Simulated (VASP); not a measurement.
These are PBEsol GGA, VASP's PBE PAW potentials (set 64) (plane waves; VASP 6.6.1) values and carry that method's errors.

VASP ran on this input.

File POSCAR:
```
Pd
1
    0.0000000000     1.9450000000     1.9450000000
    1.9450000000     0.0000000000     1.9450000000
    1.9450000000     1.9450000000     0.0000000000
Pd
1
Direct
  0.0000000000   0.0000000000   0.0000000000
```

INCAR:
```
ISIF = 3
LREAL = .FALSE.
LCHARG = .FALSE.
ALGO = Normal   # blocked Davidson
LMAXMIX = 4
EDIFFG = -0.01
LWAVE = .FALSE.
EDIFF = 1E-6   # SCF stop (eV)
IBRION = 2
NSW = 60   # most ionic steps
ISMEAR = 1   # Methfessel-Paxton
PREC = Accurate
LASPH = .TRUE.
SYSTEM = Pd
GGA = PS   # PBEsol
NELM = 100   # most electronic steps
ENCUT = 480
SIGMA = 0.1   # width (eV)
```

**KPOINTS**
```
Automatic mesh
0
Gamma
14 14 14
0 0 0
```

POTCAR, in this order: Pd (PBE.64 set). Program: vasp_std.

The resulting files:

OSZICAR:
```
       N       E                     dE             d eps       ncg     rms          rms(c)
DAV:   1     0.359427185203E+02    0.35943E+02   -0.50876E+03  1888   0.971E+02
DAV:   2    -0.600135238141E+01   -0.41944E+02   -0.40739E+02  1982   0.187E+02
DAV:   3    -0.634544752246E+01   -0.34410E+00   -0.34211E+00  2234   0.201E+01
DAV:   4    -0.634719582098E+01   -0.17483E-02   -0.17482E-02  2210   0.129E+00
DAV:   5    -0.634721647278E+01   -0.20652E-04   -0.20652E-04  2175   0.117E-01    0.840E+00
DAV:   6    -0.596474009347E+01    0.38248E+00   -0.17771E+00  1908   0.126E+01    0.374E+00
DAV:   7    -0.595223662043E+01    0.12503E-01   -0.93859E-03  2117   0.922E-01    0.202E+00
DAV:   8    -0.594740644291E+01    0.48302E-02   -0.14984E-03  2043   0.397E-01    0.851E-02
DAV:   9    -0.594739424908E+01    0.12194E-04   -0.76354E-05  2599   0.880E-02    0.228E-02
DAV:  10    -0.594739780757E+01   -0.35585E-05   -0.52757E-06  2125   0.257E-02    0.513E-03
DAV:  11    -0.594739758031E+01    0.22726E-06   -0.37592E-08  1056   0.245E-03
   1 F= -.59473976E+01 E0= -.59467741E+01  d E =-.594740E+01
       N       E                     dE             d eps       ncg     rms          rms(c)
DAV:   1    -0.607812927403E+01   -0.13073E+00   -0.24898E+00  1896   0.178E+01    0.256E+00
DAV:   2    -0.594538623777E+01    0.13274E+00   -0.62527E-01  1887   0.746E+00    0.503E-01
DAV:   3    -0.594490452495E+01    0.48171E-03   -0.30497E-03  2167   0.450E-01    0.315E-01
DAV:   4    -0.594515080469E+01   -0.24628E-03   -0.18716E-03  2125   0.423E-01    0.443E-02
DAV:   5    -0.594513237267E+01    0.18432E-04   -0.74304E-05  1997   0.887E-02    0.139E-02
DAV:   6    -0.594513529601E+01   -0.29233E-05   -0.22006E-06  2336   0.151E-02    0.490E-04
DAV:   7    -0.594513530363E+01   -0.76204E-08   -0.31410E-08   965   0.157E-03
   2 F= -.59451353E+01 E0= -.59445379E+01  d E =0.226228E-02
       N       E                     dE             d eps       ncg     rms          rms(c)
DAV:   1    -0.599895313273E+01   -0.53818E-01   -0.94887E-01  1897   0.111E+01    0.152E+00
DAV:   2    -0.594882563586E+01    0.50127E-01   -0.25580E-01  1887   0.463E+00    0.418E-01
DAV:   3    -0.594867777394E+01    0.14786E-03   -0.73086E-04  2103   0.236E-01    0.253E-01
DAV:   4    -0.594871819359E+01   -0.40420E-04   -0.55486E-04  2118   0.205E-01    0.139E-02
DAV:   5    -0.594872176945E+01   -0.35759E-05   -0.62427E-06  2056   0.218E-02    0.677E-03
DAV:   6    -0.594872225644E+01   -0.48700E-06   -0.84457E-07  1741   0.947E-03
   3 F= -.59487223E+01 E0= -.59481106E+01  d E =-.132468E-02
```

OUTCAR:
```
------------------------ aborting loop because EDIFF is reached ----------------------------------------
  FORCE on cell =-STRESS in cart. coord.  units (eV):
  Direction    XX          YY          ZZ          XY          YZ          ZX
  --------------------------------------------------------------------------------------
  Total       -0.0001385     -0.0001385     -0.0001385      0.0000000      0.0000000      0.0000000
  in kB       -0.0152643     -0.0152643     -0.0152643      0.0000000      0.0000000      0.0000000
  external PRESSURE =      -0.0152643 kB  Pullay stress =       0.0000000 kB
  volume of cell :       14.54
      direct lattice vectors                 reciprocal lattice vectors
     0.000000000  1.937205420  1.937205420    -0.258103759  0.258103759  0.258103759
     1.937205420  0.000000000  1.937205420     0.258103759 -0.258103759  0.258103759
     1.937205420  1.937205420  0.000000000     0.258103759  0.258103759 -0.258103759
 POSITION                                       TOTAL-FORCE (eV/Angst)
 -----------------------------------------------------------------------------------
      0.00000      0.00000      0.00000         0.000000      0.000000      0.000000
 -----------------------------------------------------------------------------------
    total drift:                               -0.000000     -0.000000     -0.000000
  FREE ENERGIE OF THE ION-ELECTRON SYSTEM (eV)
  ---------------------------------------------------
  free  energy   TOTEN  =        -5.9487222564 eV

  energy  without entropy=       -5.9468871463  energy(sigma->0) =       -5.94811055

 reached required accuracy - stopping structural energy minimisation
```
(Selected blocks of OUTCAR.)

File CONTCAR:
```
Pd
   1.00000000000000
     0.0000000000000000    1.9372054196941093    1.9372054196941093
     1.9372054196941093    0.0000000000000000    1.9372054196941093
     1.9372054196941093    1.9372054196941093    0.0000000000000000
  Pd
     1
Direct
     0.0000000000000000    0.0000000000000000    0.0000000000000000
```

The compound is Pd in the fcc structure. This run relaxes it. Symmetry was kept, so distortions that lower it aren't found.
